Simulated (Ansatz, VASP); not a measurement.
# Cross-check of Rb3TeBr (antiperovskite type (invented)) between VASP and Ansatz, part 2 of 3

One calculation is typed for both programs; each brings its own data sets. How far apart do they land? The cell is generated by rule, not measured, and may not be a known phase. The cell is taken from a series of runs on this material, whose earlier steps may have relaxed, scaled, displaced or heated it; both programs get it as it stands.

VASP 6.6.1 and Ansatz 0.2.0.

So far: The starting structure; Ansatz: zone-centre phonons, PBE.

### Step 3. VASP: zone-centre phonons, PBE

Level of this step: PBE; plane waves and PAW (Br, Te, Rb_sv); invented cell (VASP).

The same cell, functional and mesh now go to VASP, with its own data sets.

Lines of VASP's logs that name or quote its potential files are left out, and so is its time.

Input file INCAR:

```
SYSTEM = Rb3TeBr
PREC = Accurate
ENCUT = 500
EDIFF = 1E-08
NELM = 120
ISMEAR = 0
SIGMA = 0.01
LREAL = .FALSE.
ALGO = Normal
GGA = PE
NBANDS = 26
LORBIT = 11
LWAVE = .FALSE.
LCHARG = .FALSE.
ISIF = 2
IBRION = 8
LEPSILON = .TRUE.
LASPH = .TRUE.
GGA_COMPAT = .FALSE.
EFERMI = MIDGAP
KPAR = 2
```

Input file POSCAR:

```
Rb3TeBr
1.0
    6.9164165111      0.0000000000      0.0000000000
    0.0000000000      6.9164165111      0.0000000000
    0.0000000000      0.0000000000      6.9164165111
Br Te Rb
1 1 3
Direct
    0.0000000000      0.0000000000      0.0000000000
    0.5000000000      0.5000000000      0.5000000000
    0.5000000000      0.5000000000      0.0000000000
    0.5000000000      0.0000000000      0.5000000000
    0.0000000000      0.5000000000      0.5000000000
```

Input file KPOINTS:

```
Automatic mesh
0
Gamma
4 4 4
0 0 0
```

PAW data sets: Br, Te and Rb_sv (PBE family, release 64).

On the command line:

```
> mpirun -np 2 vasp_std
```

What it wrote:

```text
[banner, memory and clock lines left out]
running    2 mpi-ranks, on    1 nodes
 distrk:  each k-point on    1 cores,    2 groups
 distr:  one band on    1 cores,    1 groups

 POSCAR found type information on POSCAR BrTeRb
 POSCAR found :  3 types and       5 ions
 LDA part: xc-table for (Slater+PW92), standard interpolation
 POSCAR, INCAR and KPOINTS ok, starting setup
 FFT: planning ... GRIDC
 FFT: planning ... GRID_SOFT
 FFT: planning ... GRID
 WAVECAR not read
 entering main loop
       N       E                     dE             d eps       ncg     rms          rms(c)
DAV:   1     0.273747927837E+03    0.27375E+03   -0.15017E+04   520   0.116E+03
DAV:   2     0.161833801676E+02   -0.25756E+03   -0.25258E+03   740   0.235E+02
DAV:   3    -0.140355849085E+02   -0.30219E+02   -0.30176E+02   712   0.776E+01
DAV:   4    -0.147562171065E+02   -0.72063E+00   -0.71998E+00   696   0.146E+01
DAV:   5    -0.147925085807E+02   -0.36291E-01   -0.36289E-01   782   0.227E+00    0.541E+00
DAV:   6    -0.132064397044E+02    0.15861E+01   -0.23829E+00   530   0.475E+00    0.391E+00
DAV:   7    -0.128737495627E+02    0.33269E+00   -0.20243E+00   592   0.398E+00    0.239E+00
DAV:   8    -0.129101329180E+02   -0.36383E-01   -0.21271E-01   622   0.156E+00    0.759E-01
DAV:   9    -0.129265519882E+02   -0.16419E-01   -0.31171E-02   544   0.794E-01    0.344E-01
DAV:  10    -0.129338242326E+02   -0.72722E-02   -0.51609E-03   644   0.298E-01    0.144E-01
DAV:  11    -0.129377705343E+02   -0.39463E-02   -0.34574E-03   536   0.301E-01    0.419E-02
DAV:  12    -0.129381235104E+02   -0.35298E-03   -0.53502E-04   660   0.978E-02    0.134E-02
DAV:  13    -0.129381719856E+02   -0.48475E-04   -0.85373E-05   584   0.446E-02    0.154E-02
DAV:  14    -0.129381742895E+02   -0.23039E-05   -0.48480E-06   740   0.871E-03    0.398E-03
DAV:  15    -0.129381751891E+02   -0.89962E-06   -0.10892E-06   634   0.538E-03    0.220E-03
DAV:  16    -0.129381751668E+02    0.22329E-07   -0.22015E-07   688   0.148E-03    0.417E-04
DAV:  17    -0.129381751971E+02   -0.30295E-07   -0.46654E-08   488   0.736E-04    0.313E-04
DAV:  18    -0.129381751872E+02    0.99217E-08   -0.38914E-09   438   0.333E-04
   1 F= -.12938175E+02 E0= -.12938175E+02  d E =0.000000E+00
 Linear response reoptimize wavefunctions to high precision
DAV:   1    -0.129381751819E+02    0.53069E-08   -0.82542E-10   388   0.153E-04
DAV:   2    -0.129381751820E+02   -0.13051E-09   -0.15021E-10   296   0.507E-05
DAV:   3    -0.129381751818E+02    0.16371E-09   -0.90957E-11   288   0.275E-05
 Linear response G [H, r] |phi>, progress :
  Direction:   1
       N       E                     dE             d eps       ncg     rms
RMM:   1    -0.134758341984E+03   -0.13476E+03    0.11713E+03   951   0.121E+02
RMM:   2    -0.140012041697E+03   -0.52537E+01   -0.26431E+01   988   0.224E+01
RMM:   3    -0.140596957876E+03   -0.58492E+00   -0.45914E+00  1113   0.563E+00
RMM:   4    -0.140685317575E+03   -0.88360E-01   -0.83700E-01  1161   0.176E+00
RMM:   5    -0.140700960541E+03   -0.15643E-01   -0.18025E-01  1214   0.727E-01
RMM:   6    -0.140694254502E+03    0.67060E-02    0.76643E-02  1216   0.309E-01
RMM:   7    -0.140704086086E+03   -0.98316E-02   -0.18429E-01  1231   0.150E-01
RMM:   8    -0.140703697680E+03    0.38841E-03    0.19697E-01  1251   0.753E-02
RMM:   9    -0.140703937917E+03   -0.24024E-03    0.35570E-02  1255   0.388E-02
RMM:  10    -0.140704005742E+03   -0.67825E-04    0.24858E-02  1188   0.223E-02
RMM:  11    -0.140703948228E+03    0.57513E-04    0.84593E-03  1156   0.132E-02
RMM:  12    -0.140703986166E+03   -0.37938E-04    0.34951E-03  1113   0.931E-03
RMM:  13    -0.140703972138E+03    0.14028E-04    0.26022E-03  1056   0.742E-03
RMM:  14    -0.140703995352E+03   -0.23214E-04   -0.65749E-05  1008   0.649E-03
RMM:  15    -0.140703965451E+03    0.29901E-04    0.59185E-04   948   0.600E-03
RMM:  16    -0.140703965772E+03   -0.32097E-06   -0.34283E-04   910   0.577E-03
RMM:  17    -0.140703973533E+03   -0.77617E-05   -0.26347E-05   880   0.563E-03
RMM:  18    -0.140703981778E+03   -0.82446E-05   -0.96964E-04   888   0.552E-03
 Linear response G [H, r] |phi>, progress :
  Direction:   2
       N       E                     dE             d eps       ncg     rms
RMM:   1    -0.141424698738E+03   -0.14142E+03    0.11102E+03   977   0.122E+02
RMM:   2    -0.148294109928E+03   -0.68694E+01   -0.27531E+01   990   0.223E+01
RMM:   3    -0.149064781738E+03   -0.77067E+00   -0.61063E+00  1134   0.592E+00
RMM:   4    -0.149178839218E+03   -0.11406E+00   -0.11916E+00  1147   0.195E+00
RMM:   5    -0.149201697691E+03   -0.22858E-01   -0.35883E-01  1220   0.873E-01
RMM:   6    -0.149191857991E+03    0.98397E-02    0.56395E-02  1229   0.400E-01
RMM:   7    -0.149203911873E+03   -0.12054E-01    0.91476E-02  1252   0.197E-01
RMM:   8    -0.149205895223E+03   -0.19834E-02    0.46345E-02  1288   0.938E-02
RMM:   9    -0.149205488589E+03    0.40663E-03   -0.20180E-02  1302   0.485E-02
[...]
RMM:  16    -0.175271316027E+01   -0.46022E-05   -0.22600E-06  1779   0.600E-04    0.199E-04
RMM:  17    -0.175271308325E+01    0.77022E-07   -0.90444E-06  1363   0.366E-04    0.258E-04
RMM:  18    -0.175271241169E+01    0.67156E-06   -0.40313E-07  1101   0.259E-04    0.231E-04
RMM:  19    -0.175271246643E+01   -0.54732E-07   -0.33487E-06   963   0.189E-04    0.263E-04
[...]
Linear response progress:
  Degree of freedom:   1/  4
       N       E                     dE             d eps       ncg     rms          rms(c)
RMM:   1    -0.148901530704E+00   -0.14890E+00    0.99019E-02  1580   0.884E-01
RMM:   2    -0.148879291645E+00    0.22239E-04   -0.20697E-03  1450   0.109E-01    0.395E-02
RMM:   3    -0.149129619500E+00   -0.25033E-03   -0.13311E-04  1511   0.252E-02    0.217E-02
RMM:   4    -0.149478884534E+00   -0.34927E-03   -0.13413E-04  1614   0.251E-02    0.954E-03
RMM:   5    -0.149432763325E+00    0.46121E-04   -0.10635E-05  1561   0.996E-03    0.462E-03
RMM:   6    -0.149429964080E+00    0.27992E-05   -0.15331E-06  1814   0.327E-03    0.231E-03
RMM:   7    -0.149438236445E+00   -0.82724E-05    0.19846E-07  1550   0.257E-03    0.156E-03
RMM:   8    -0.149433488177E+00    0.47483E-05    0.17106E-06  1614   0.298E-03    0.371E-04
RMM:   9    -0.149430187832E+00    0.33003E-05    0.19982E-06  1855   0.762E-04    0.125E-04
RMM:  10    -0.149430552317E+00   -0.36449E-06   -0.64081E-06  2091   0.234E-04    0.143E-04
RMM:  11    -0.149430598645E+00   -0.46328E-07    0.20263E-06  1895   0.106E-04    0.375E-05
RMM:  12    -0.149430894521E+00   -0.29588E-06   -0.72581E-07  1876   0.656E-05    0.382E-05
RMM:  13    -0.149430889510E+00    0.50109E-08    0.48733E-07  2137   0.255E-05    0.207E-05
RMM:  14    -0.149430840802E+00    0.48708E-07    0.28460E-07  2023   0.841E-06    0.617E-06
RMM:  15    -0.149430837554E+00    0.32474E-08    0.32045E-09  1782   0.446E-06    0.210E-06
 first order change of Fermi-energy   0.24355E-04
 force on displaced ion       1 direction 1 :   0.184  -0.000  -0.000
 Born effective charge ion    1 direction 1 :  -1.357   0.000   0.000
 Linear response progress:
  Degree of freedom:   2/  4
       N       E                     dE             d eps       ncg     rms          rms(c)
RMM:   1    -0.562766670778E-01   -0.56277E-01    0.51541E-02  1778   0.479E-01
RMM:   2    -0.555996931273E-01    0.67697E-03   -0.35209E-03  1799   0.124E-01    0.496E-02
RMM:   3    -0.557653715000E-01   -0.16568E-03   -0.52862E-04  1687   0.535E-02    0.435E-02
RMM:   4    -0.559442688931E-01   -0.17890E-03   -0.16387E-04  1734   0.292E-02    0.140E-02
RMM:   5    -0.560863106001E-01   -0.14204E-03   -0.53211E-05  1795   0.184E-02    0.119E-02
RMM:   6    -0.561002759757E-01   -0.13965E-04   -0.84221E-06  1676   0.967E-03    0.671E-03
RMM:   7    -0.560908055684E-01    0.94704E-05   -0.33139E-06  1850   0.447E-03    0.785E-04
RMM:   8    -0.560863579493E-01    0.44476E-05    0.32502E-06  1898   0.161E-03    0.118E-03
RMM:   9    -0.560875775530E-01   -0.12196E-05    0.93325E-07  1927   0.862E-04    0.620E-04
RMM:  10    -0.560875329303E-01    0.44623E-07    0.60020E-06  2061   0.356E-04    0.124E-04
RMM:  11    -0.560874277391E-01    0.10519E-06   -0.19643E-07  2107   0.156E-04    0.471E-05
RMM:  12    -0.560873870995E-01    0.40640E-07   -0.53048E-07  2034   0.770E-05    0.203E-05
RMM:  13    -0.560874116023E-01   -0.24503E-07   -0.30234E-07  2126   0.356E-05    0.451E-06
RMM:  14    -0.560873990792E-01    0.12523E-07    0.34544E-08  2156   0.149E-05    0.405E-06
RMM:  15    -0.560874053684E-01   -0.62892E-08   -0.59438E-09  1982   0.718E-06    0.128E-06
 first order change of Fermi-energy   0.39003E-03
 force on displaced ion       2 direction 1 :  -2.726   0.000  -0.000
 Born effective charge ion    2 direction 1 :  -1.925   0.000   0.000
 Linear response progress:
  Degree of freedom:   3/  4
       N       E                     dE             d eps       ncg     rms          rms(c)
RMM:   1    -0.237300159420E+00   -0.23730E+00    0.15212E-01  2266   0.196E+00
RMM:   2    -0.244344272152E+00   -0.70441E-02   -0.34682E-02  2704   0.442E-01    0.367E-02
RMM:   3    -0.245229569326E+00   -0.88530E-03   -0.96650E-04  2800   0.103E-01    0.157E-02
RMM:   4    -0.245355981058E+00   -0.12641E-03   -0.61325E-05  2744   0.217E-02    0.116E-02
RMM:   5    -0.245478360603E+00   -0.12238E-03   -0.51862E-06  2467   0.121E-02    0.130E-03
RMM:   6    -0.245452259266E+00    0.26101E-04   -0.18768E-06  2883   0.347E-03    0.135E-03
RMM:   7    -0.245460240819E+00   -0.79816E-05   -0.21318E-07  2685   0.229E-03    0.354E-04
RMM:   8    -0.245460596966E+00   -0.35615E-06   -0.17783E-07  2917   0.993E-04    0.369E-04
RMM:   9    -0.245459874951E+00    0.72201E-06   -0.74921E-08  3186   0.414E-04    0.101E-04
RMM:  10    -0.245459533534E+00    0.34142E-06    0.14550E-07  3213   0.189E-04    0.406E-05
RMM:  11    -0.245459713785E+00   -0.18025E-06   -0.66070E-08  3114   0.894E-05    0.968E-06
RMM:  12    -0.245459689710E+00    0.24075E-07    0.51314E-08  3293   0.436E-05    0.645E-06
RMM:  13    -0.245459676647E+00    0.13064E-07   -0.18266E-08  3130   0.218E-05    0.449E-06
RMM:  14    -0.245459675356E+00    0.12905E-08    0.10516E-08  2978   0.136E-05    0.123E-06
 first order change of Fermi-energy  -0.35649E-05
 force on displaced ion       3 direction 1 :   0.122   0.000   0.000
 Born effective charge ion    3 direction 1 :   0.893   0.000   0.000
 Linear response progress:
  Degree of freedom:   4/  4
       N       E                     dE             d eps       ncg     rms          rms(c)
RMM:   1    -0.234083381978E+00   -0.23408E+00    0.26662E-01  1542   0.215E+00
RMM:   2    -0.240447857412E+00   -0.63645E-02   -0.34909E-02  1801   0.451E-01    0.446E-02
RMM:   3    -0.240817910409E+00   -0.37005E-03   -0.97747E-04  1692   0.109E-01    0.209E-02
RMM:   4    -0.240765464964E+00    0.52445E-04   -0.92927E-05  1769   0.265E-02    0.127E-02
RMM:   5    -0.240733161851E+00    0.32303E-04   -0.22964E-05  1554   0.135E-02    0.247E-03
RMM:   6    -0.240747796090E+00   -0.14634E-04   -0.48467E-06  2013   0.481E-03    0.188E-03
RMM:   7    -0.240756799754E+00   -0.90037E-05    0.81582E-07  1769   0.280E-03    0.444E-04
RMM:   8    -0.240758611176E+00   -0.18114E-05   -0.12739E-08  1982   0.134E-03    0.223E-04
RMM:   9    -0.240757625685E+00    0.98549E-06    0.38585E-07  1783   0.853E-04    0.912E-05
RMM:  10    -0.240758193098E+00   -0.56741E-06   -0.43617E-08  2117   0.442E-04    0.288E-05
RMM:  11    -0.240758279592E+00   -0.86494E-07    0.24314E-07  2135   0.245E-04    0.436E-05
RMM:  12    -0.240758287499E+00   -0.79064E-08    0.50973E-08  2177   0.143E-04    0.197E-05
 first order change of Fermi-energy   0.21613E-04
 force on displaced ion       3 direction 3 :  -0.000   0.000  -3.159
 Born effective charge ion    3 direction 3 :   0.000   0.000   1.462
 Born effective charges drift removed
 Linear response finished
```

[end of part 2 of 3]

[Lines on the potential files, build, host, timing and source positions are cut from VASP's logs without a mark.]

[Logs are printed without paths, hosts, clocks, repeated set-up lines and the standing remarks that a program may print on its own settings, such as how far it seeks lower states.]

[Hosts, paths, dates, database ids (printed as entryN), source tags and the programs' standing remarks are cut or masked in the printed files.]
